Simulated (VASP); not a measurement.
# HPbNO4 (P1) in VASP: further runs, part 2 of 3

VASP 6.6.1. The steps go on from the part before.

### 3 Density of states, PBE0

POSCAR

```
HPbNO4
1.0
    4.2040700000      0.0000000000      0.0000000000
    2.0217200000      3.8395200000      0.0000000000
    2.0468600000      1.2790000000      6.2813200000
H Pb N O
1 1 1 4
Direct
    0.8914500000      0.6820200000      0.6279600000
    0.1442600000      0.9287200000      0.8835200000
    0.2567000000      0.2886100000      0.3017100000
    0.8310800000      0.6505600000      0.7840500000
    0.3869400000      0.2238000000      0.1129500000
    0.3110400000      0.0357600000      0.4585600000
    0.0772600000      0.6063300000      0.3227500000
```

INCAR.step1

```
SYSTEM = HPbNO4
  PREC = Accurate
  ENCUT = 520
  EDIFF = 1E-5
  ISMEAR = -1
  SIGMA = 0.05
  LREAL = .FALSE.
  LASPH = .TRUE.
  NELM = 60
  ALGO = Normal
  ISIF = 2
  LWAVE = .TRUE.
  LCHARG = .FALSE.
  NBANDS = 31
  GGA = PE
```

INCAR.step2

```
SYSTEM = HPbNO4
  PREC = Accurate
  ENCUT = 520
  EDIFF = 1E-6
  ISMEAR = -5
  SIGMA = 0.05
  LREAL = .FALSE.
  LASPH = .TRUE.
  NELM = 60
  ALGO = Normal
  ISIF = 2
  LWAVE = .FALSE.
  LCHARG = .FALSE.
  GGA = PE
  LHFCALC = .TRUE.
  AEXX = 0.25
  PRECFOCK = Fast
  LORBIT = 11
  NBANDS = 31
  ISTART = 1
  NEDOS = 1001
```

KPOINTS

```
regular mesh
0
G
  4 4 3
  0 0 0
```

Potentials or basis: VASP PAW PBE potentials, release 64 (H, Pb_d, N, O).

On the command line:

```bash
$ cat potpaw_PBE.64/H/POTCAR potpaw_PBE.64/Pb_d/POTCAR potpaw_PBE.64/N/POTCAR potpaw_PBE.64/O/POTCAR > POTCAR
$ cp INCAR.step1 INCAR
$ mpirun -np 8 vasp_std > vasp.out
$ cp INCAR.step2 INCAR
$ mpirun -np 8 vasp_std > vasp.out
```

OUTCAR:

```text
SYSTEM = HPbNO4
   PREC = Accurate
   ENCUT = 520
   EDIFF = 1E-6
   ISMEAR = -5
   LREAL = .FALSE.
   LASPH = .TRUE.
   NELM = 60
   ISIF = 2
   GGA = PE
   LHFCALC = .TRUE.
   AEXX = 0.25
   PRECFOCK = Fast
   LORBIT = 11
   ISTART = 1

 ion  position               nearest neighbor table
   1  0.891  0.682  0.628-   4 0.98
   2  0.144  0.929  0.884-   4 2.48   4 2.51   6 2.67   4 2.72   5 2.81   7 2.84   5 2.91   5 2.93

   3  0.257  0.289  0.302-   6 1.25   7 1.26   5 1.28
   4  0.831  0.651  0.784-   1 0.98   2 2.48   2 2.51   2 2.72
   5  0.387  0.224  0.113-   3 1.28   2 2.81   2 2.91   2 2.93
   6  0.311  0.036  0.459-   3 1.25   2 2.67
   7  0.077  0.606  0.323-   3 1.26   2 2.84

  LATTYP: Found a triclinic cell.
 ALAT       =     6.7290755533
 B/A-ratio  =     1.0080441743
 C/A-ratio  =     0.6247618959
 COS(alpha) =     0.0037062124
 COS(beta)  =     0.3041814561
 COS(gamma) =     0.7937730465

  Lattice vectors:

 A1 = (   2.0468600000,   1.2790000000,   6.2813200000)
 A2 = (   0.0251400000,  -2.5605200000,   6.2813200000)
 A3 = (   4.2040700000,   0.0000000000,   0.0000000000)

Analysis of symmetry for initial positions (statically):
=====================================================================
 Subroutine PRICEL returns:
 Original cell was already a primitive cell.

 Routine SETGRP: Setting up the symmetry group for a
 triclinic supercell.

 Subroutine GETGRP returns: Found  1 space group operations
 (whereof  1 operations were pure point group operations)
 out of a pool of  2 trial point group operations.

The static configuration has the point symmetry C_1 .

Analysis of symmetry for dynamics (positions and initial velocities):
=====================================================================
 Subroutine PRICEL returns:
 Original cell was already a primitive cell.

 Routine SETGRP: Setting up the symmetry group for a
[... 154 lines left out ...]
   IVDW    =     0    specifies the selected vdW correction
   LEPSILON=     F    determine dielectric tensor
   LRPA    =     F    only Hartree local field effects (RPA)
 non-spin polarized calculation
 Fermi weights with tetrahedron method with Bloechl corrections
  energy-cutoff  :      520.00
  volume of cell :      101.39
 maximum number of plane-waves:      2747
  NGX = 18; NGY = 18; NGZ = 28

 number of electron      43.9999999 magnetization

 Free energy of the ion-electron system (eV)
  ---------------------------------------------------
  ext. energy  EPLUGINS =         0.00000000
  ---------------------------------------------------
  free energy    TOTEN  =       -54.71058835 eV

  energy without entropy =      -54.71058835  energy(sigma->0) =      -54.71058835

 E-fermi :  -0.4276     XC(G=0):  -6.7436

 val. band max:       -0.4321141801   @ k =  -0.2500   0.2500   0.3333
 cond. band min:       4.6073195356   @ k =  -0.2500   0.5000   0.3333
 fundamental gap:      5.0394337157
 Fermi energy:        -0.4275775980

 k-point     1 :       0.0000    0.0000    0.0000
  band No.  band energies     occupation
      1     -28.5926      2.00000
      2     -22.8079      2.00000
      3     -22.4729      2.00000
      4     -19.7586      2.00000
      5     -16.9710      2.00000
      6     -16.9508      2.00000
[... 829 lines left out ...]
     31      13.5530      0.00000
     32      14.9908      0.00000

 [... further k-points ...]
[... 5 lines left out ...]
  --------------------------------------------------------------------------------------
  -------------------------------------------------------------------------------------
  Total       -0.8532760     -2.7518581     -2.9187813      0.1262678     -0.0786903      0.0057017
  in kB      -13.4834909    -43.4849358    -46.1226594      1.9952867     -1.2434660      0.0900990
  external PRESSURE =     -34.3636953 kB  Pullay stress =       0.0000000 kB

 VOLUME and BASIS-vectors are now :
 -----------------------------------------------------------------------------
  energy-cutoff  :      520.00
  volume of cell :      101.39
      direct lattice vectors                 reciprocal lattice vectors
     4.204070000  0.000000000  0.000000000     0.237864736 -0.125248962 -0.052008557
     2.021720000  3.839520000  0.000000000     0.000000000  0.260449223 -0.053032572
     2.046860000  1.279000000  6.281320000     0.000000000  0.000000000  0.159202206

 POSITION                                       TOTAL-FORCE (eV/Angst)
 -----------------------------------------------------------------------------------
      6.41192      3.42179      3.94442        -0.000939      0.043328      0.466118
      4.29253      4.69586      5.54967        -0.010569     -0.072427     -0.063702
      2.28023      1.49401      1.89514        -0.003483     -0.018512     -0.024142
      6.41401      3.50064      4.92487         0.013751      0.027625     -0.398370
      2.31038      1.00375      0.70948        -0.025135      0.405414      0.872673
      2.31854      0.72380      2.88036        -0.031682      0.668503     -0.711226
      2.21126      2.74081      2.02730         0.058057     -1.053930     -0.141351
 -----------------------------------------------------------------------------------
    total drift:                               -0.000467     -0.000577      0.000241

  FREE ENERGIE OF THE ION-ELECTRON SYSTEM (eV)
  ---------------------------------------------------
  free  energy   TOTEN  =       -54.7105883457 eV

  energy  without entropy=      -54.7105883457  energy(sigma->0) =      -54.71058835

 total charge

# of ion       s       p       d       tot
------------------------------------------
    1        0.600   0.124   0.000   0.725
    2        1.567   0.292   9.856  11.715
    3        1.222   2.578   0.000   3.800
    4        1.571   3.520   0.000   5.091
    5        1.591   3.503   0.000   5.094
    6        1.595   3.517   0.000   5.112
    7        1.600   3.499   0.000   5.100
--------------------------------------------------
tot          9.746  17.035   9.856  36.637
```

OUTCAR.step1:

```text
SYSTEM = HPbNO4
   PREC = Accurate
   ENCUT = 520
   EDIFF = 1E-5
   ISMEAR = -1
   LREAL = .FALSE.
[... 1087 lines left out ...]
      2.31038      1.00375      0.70948         0.007564     -0.121655     -0.293201
      2.31854      0.72380      2.88036         0.013002     -0.252700      0.341475
      2.21126      2.74081      2.02730        -0.022108      0.417222      0.044467
 -----------------------------------------------------------------------------------
    total drift:                               -0.000604     -0.000924      0.000125

  FREE ENERGIE OF THE ION-ELECTRON SYSTEM (eV)
  ---------------------------------------------------
  free  energy   TOTEN  =       -40.4286465752 eV

  energy  without entropy=      -40.4286465751  energy(sigma->0) =      -40.42864658
```

Wall time 6.9 min (8 MPI ranks of Intel Xeon 6975P-C (Granite Rapids), shared host); peak memory 0.17 GiB.

Results:

- Free energy: -54.7106 eV
- Pressure: -3.4 GPa
- Largest force: 1.065 eV/Å
- Band gap on the k mesh: 5.04 eV, indirect (least direct gap 5.05 eV)
- Valence electrons inside the program's atomic spheres: H 0.72; Pb 11.71; N 3.80; O 5.09, 5.11, 5.10

Forces on the atoms (eV/Å):
```
H   -0.001  0.043  0.466
Pb  -0.011 -0.072 -0.064
N   -0.003 -0.019 -0.024
O    0.014  0.028 -0.398
O   -0.025  0.405  0.873
O   -0.032  0.669 -0.711
O    0.058 -1.054 -0.141
```

States per cell in windows of 1 eV (zero at the valence-band top; states under -8 eV left out):
```csv
from (eV),total,O4_p,O5_p,O6_p,O7_p,Pb2_p,Pb2_s
-8.0,0.00,0.00,0.00,0.00,0.00,0.00,0.00
-7.0,2.01,0.27,0.07,0.07,0.07,0.00,0.82
-6.0,0.65,0.28,0.01,0.01,0.02,0.01,0.02
-5.0,1.35,0.51,0.03,0.03,0.05,0.02,0.13
-4.0,1.86,0.11,0.44,0.31,0.32,0.05,0.01
-3.0,6.12,0.71,1.18,1.11,1.05,0.10,0.07
-2.0,4.10,0.82,0.58,0.75,0.75,0.06,0.02
-1.0,2.01,0.77,0.14,0.12,0.13,0.04,0.33
0.0,0.00,0.00,0.00,0.00,0.00,0.00,0.00
1.0,0.00,0.00,0.00,0.00,0.00,0.00,0.00
2.0,0.00,0.00,0.00,0.00,0.00,0.00,0.00
3.0,0.00,0.00,0.00,0.00,0.00,0.00,0.00
4.0,0.00,0.00,0.00,0.00,0.00,0.00,0.00
5.0,2.01,0.03,0.15,0.24,0.25,0.08,0.01
6.0,2.00,0.06,0.06,0.05,0.05,0.62,0.01
7.0,2.00,0.11,0.07,0.05,0.04,0.73,0.01
```

Caveat: the k mesh is coarse (spacing up to 0.43 Å⁻¹), so the values aren't converged, least of all with exact exchange; the standard files for N, O and F lose accuracy on very short bonds; the PAW data sets were made with another functional, which shifts forces and pressure a little; spin-orbit coupling is left out, which as a rule narrows the gap of such compounds by several tenths of an eV; an odd mesh through Γ misses points on the zone boundary, where band edges often lie.

### 4 Band structure, optB88-vdW

This run uses another cell than the first one, of 13.73 Å³/atom, 0.948 times its volume.

INCAR

```
SYSTEM = HPbNO4
PREC = Accurate ; ENCUT = 520
EDIFF = 1E-6 ; ISMEAR = -1
SIGMA = 0.05 ; LREAL = .FALSE.
LASPH = .TRUE. ; NELM = 60
ALGO = Normal ; ISIF = 2
LWAVE = .FALSE. ; LCHARG = .FALSE.
GGA = BO ; LUSE_VDW = .TRUE.
AGGAC = 0.0 ; PARAM1 = 0.1833333333
PARAM2 = 0.22 ; NBANDS = 31
KPAR = 4
```

KPOINTS

```
Automatic mesh
0
G
  7 7 5
  0 0 0
```

POSCAR

```
HPbNO4                                  
1.0
    4.1034967657     -0.0065482288      0.0044536719
    1.9673360539      3.7363215413     -0.0123646219
    2.0026144823      1.2187185749      6.2627308621
  H               Pb              N               O             
     1     1     1     4
Direct
     0.8947112088846416    0.6823605535310643    0.6203805706608432
     0.1363241197316306    0.9431318144992559    0.8860483687662474
     0.2571433668089355    0.2853233009339305    0.3046915226491846
     0.8340747219845622    0.6487403755374170    0.7777547284526353
     0.3934405172390176    0.2121822372040844    0.1144946323919617
     0.3118790865684442    0.0293128094665848    0.4637820875510920
     0.0711569787827761    0.6147489088276604    0.3243480895280307
```

KPOINTS_OPT

```
path XGY,LGZ,NGM,RG
20
line-mode
reciprocal
 0.0000000000  0.0000000000  0.5000000000  X
 0.0000000000  0.0000000000  0.0000000000  G

 0.0000000000  0.0000000000  0.0000000000  G
 0.5000000000  0.0000000000  0.0000000000  Y

 0.5000000000  0.0000000000  0.5000000000  L
 0.0000000000  0.0000000000  0.0000000000  G

 0.0000000000  0.0000000000  0.0000000000  G
 0.0000000000  0.5000000000  0.0000000000  Z

 0.0000000000  0.5000000000  0.5000000000  N
 0.0000000000  0.0000000000  0.0000000000  G

 0.0000000000  0.0000000000  0.0000000000  G
 0.5000000000  0.5000000000  0.0000000000  M

 0.5000000000  0.5000000000  0.5000000000  R
 0.0000000000  0.0000000000  0.0000000000  G
```

On the command line:

```bash
$ cat potpaw_PBE.64/H/POTCAR potpaw_PBE.64/Pb_d/POTCAR potpaw_PBE.64/N/POTCAR potpaw_PBE.64/O/POTCAR > POTCAR
$ mpirun -np 4 vasp_std > vasp.out
```

Wall time 3.5 min (4 MPI ranks of Intel Xeon Platinum 8488C (Sapphire Rapids), shared host); peak memory 0.74 GiB.

It converged, with:

- Free energy: -28.8852 eV
- Pressure: 0.1 GPa
- Largest force: 0.020 eV/Å
- Band gap on the k mesh: 2.55 eV, indirect (least direct gap 2.57 eV)
- Band gap along the path: 2.78 eV, direct

Forces on the atoms (eV/Å):
```
H   -0.002  0.003 -0.001
Pb  -0.003 -0.008 -0.014
N    0.003  0.001  0.004
O    0.002  0.011 -0.004
O    0.002 -0.008  0.010
O    0.003 -0.010  0.017
O   -0.005  0.011 -0.012
```

Levels at the corners of the path, in eV from the valence-band top:
| point | band 18 | band 19 | band 20 | band 21 | band 22 | band 23 | band 24 | band 25 | band 26 | band 27 |
| --- | --- | --- | --- | --- | --- | --- | --- | --- | --- | --- |
| X | -2.02 | -1.44 | -1.34 | -1.25 | -0.98 | 3.34 | 3.84 | 5.85 | 6.56 | 7.54 |
| Γ | -2.09 | -1.99 | -1.39 | -1.37 | -0.79 | 3.44 | 4.40 | 5.78 | 6.36 | 6.51 |
| Γ | -2.09 | -1.99 | -1.39 | -1.37 | -0.79 | 3.44 | 4.40 | 5.78 | 6.36 | 6.51 |
| Y | -2.32 | -1.90 | -1.46 | -0.67 | -0.12 | 3.05 | 4.64 | 5.78 | 6.92 | 8.19 |
| L | -1.96 | -1.87 | -1.63 | -0.60 | -0.08 | 3.12 | 4.25 | 5.68 | 6.86 | 8.29 |
| Γ | -2.09 | -1.99 | -1.39 | -1.37 | -0.79 | 3.44 | 4.40 | 5.78 | 6.36 | 6.51 |
| Γ | -2.09 | -1.99 | -1.39 | -1.37 | -0.79 | 3.44 | 4.40 | 5.78 | 6.36 | 6.51 |
| Z | -2.29 | -1.46 | -1.29 | -0.61 | 0.00 | 2.78 | 4.32 | 5.50 | 7.35 | 7.69 |
| N | -2.22 | -1.85 | -1.34 | -0.41 | -0.05 | 2.83 | 4.10 | 5.81 | 6.93 | 7.40 |
| Γ | -2.09 | -1.99 | -1.39 | -1.37 | -0.79 | 3.44 | 4.40 | 5.78 | 6.36 | 6.51 |
| Γ | -2.09 | -1.99 | -1.39 | -1.37 | -0.79 | 3.44 | 4.40 | 5.78 | 6.36 | 6.51 |
| M | -1.97 | -1.74 | -1.67 | -0.66 | -0.14 | 3.07 | 4.25 | 5.80 | 6.75 | 8.32 |
| R | -2.25 | -1.82 | -1.54 | -0.75 | -0.16 | 2.97 | 4.70 | 5.86 | 6.79 | 8.20 |
| Γ | -2.09 | -1.99 | -1.39 | -1.37 | -0.79 | 3.44 | 4.40 | 5.78 | 6.36 | 6.51 |

Caveat: the standard files for N, O and F lose accuracy on very short bonds; the PAW data sets were made with another functional, which shifts forces and pressure a little; spin-orbit coupling is left out, which as a rule narrows the gap of such compounds by several tenths of an eV.

### 5 Band structure, vdW-DF-cx

This run uses another cell than the first one, of 13.59 Å³/atom, 0.938 times its volume.

INCAR

```
SYSTEM = HPbNO4
PREC = Accurate ; ENCUT = 520
EDIFF = 1E-6 ; ISMEAR = -1
SIGMA = 0.05 ; LREAL = .FALSE.
LASPH = .TRUE. ; NELM = 60
ALGO = Normal ; ISIF = 2
LWAVE = .FALSE. ; LCHARG = .FALSE.
GGA = CX ; LUSE_VDW = .TRUE.
AGGAC = 0.0 ; NBANDS = 31
KPAR = 4
```

KPOINTS is that of step 4.

POSCAR

```
HPbNO4                                  
1.0
    4.0908550804     -0.0089887493      0.0040196026
    1.9590025241      3.7250305226     -0.0088982172
    1.9950210523      1.2198070448      6.2318048659
  H               Pb              N               O             
     1     1     1     4
Direct
     0.8956018061909614    0.6812547222031687    0.6197741888009515
     0.1379575759561533    0.9410033850232766    0.8849864958096207
     0.2566569823184437    0.2862605134640579    0.3047516696963105
     0.8339052092856742    0.6484729908869706    0.7784011700057629
     0.3934979058864077    0.2120976780665233    0.1148681806611552
     0.3107243725017232    0.0306027224065056    0.4651057122282758
     0.0703861478606436    0.6161079879494947    0.3236125827979184
```

KPOINTS_OPT is that of step 4.

On the command line:

```bash
$ cat potpaw_PBE.64/H/POTCAR potpaw_PBE.64/Pb_d/POTCAR potpaw_PBE.64/N/POTCAR potpaw_PBE.64/O/POTCAR > POTCAR
$ mpirun -np 4 vasp_std > vasp.out
```

Run time: 3.7 min. Hardware: 4 MPI ranks of Intel Xeon Platinum 8488C (Sapphire Rapids), shared host; peak memory 0.71 GiB.

The run converged. Its results:

| Property | Result |
| --- | --- |
| Free energy | -29.2303 eV |
| Pressure | 0.1 GPa |
| Largest force | 0.018 eV/Å |
| Band gap on the k mesh | 2.57 eV, indirect (least direct gap 2.59 eV) |
| Band gap along the path | 2.81 eV, direct |

Forces on the atoms (eV/Å):
```
H   -0.003  0.003 -0.011
Pb  -0.003 -0.008  0.001
N   -0.002  0.005 -0.005
O    0.003  0.001  0.017
O    0.003 -0.004 -0.004
O    0.006 -0.009  0.007
O   -0.004  0.012 -0.005
```

Levels at the corners of the path, in eV from the valence-band top:
```tsv
point	band 18	band 19	band 20	band 21	band 22	band 23	band 24	band 25	band 26	band 27
X	-2.08	-1.50	-1.43	-1.27	-1.00	3.37	3.95	5.84	6.59	7.67
Γ	-2.15	-2.02	-1.47	-1.45	-0.82	3.48	4.48	5.81	6.49	6.54
Γ	-2.15	-2.02	-1.47	-1.45	-0.82	3.48	4.48	5.81	6.49	6.54
Y	-2.39	-1.96	-1.52	-0.69	-0.12	3.08	4.69	5.83	6.96	8.34
L	-2.01	-1.93	-1.71	-0.62	-0.08	3.15	4.28	5.73	6.91	8.51
Γ	-2.15	-2.02	-1.47	-1.45	-0.82	3.48	4.48	5.81	6.49	6.54
Γ	-2.15	-2.02	-1.47	-1.45	-0.82	3.48	4.48	5.81	6.49	6.54
Z	-2.34	-1.52	-1.36	-0.63	0.00	2.81	4.36	5.55	7.41	7.87
N	-2.29	-1.95	-1.40	-0.41	-0.06	2.85	4.13	5.89	7.12	7.46
Γ	-2.15	-2.02	-1.47	-1.45	-0.82	3.48	4.48	5.81	6.49	6.54
Γ	-2.15	-2.02	-1.47	-1.45	-0.82	3.48	4.48	5.81	6.49	6.54
M	-2.01	-1.80	-1.74	-0.69	-0.15	3.11	4.29	5.86	6.79	8.55
R	-2.33	-1.87	-1.61	-0.78	-0.16	3.00	4.76	5.92	6.83	8.35
Γ	-2.15	-2.02	-1.47	-1.45	-0.82	3.48	4.48	5.81	6.49	6.54
```

Caveat: the standard files for N, O and F lose accuracy on very short bonds; the PAW data sets were made with another functional, which shifts forces and pressure a little; spin-orbit coupling is left out, which as a rule narrows the gap of such compounds by several tenths of an eV.

[end of part 2 of 3]
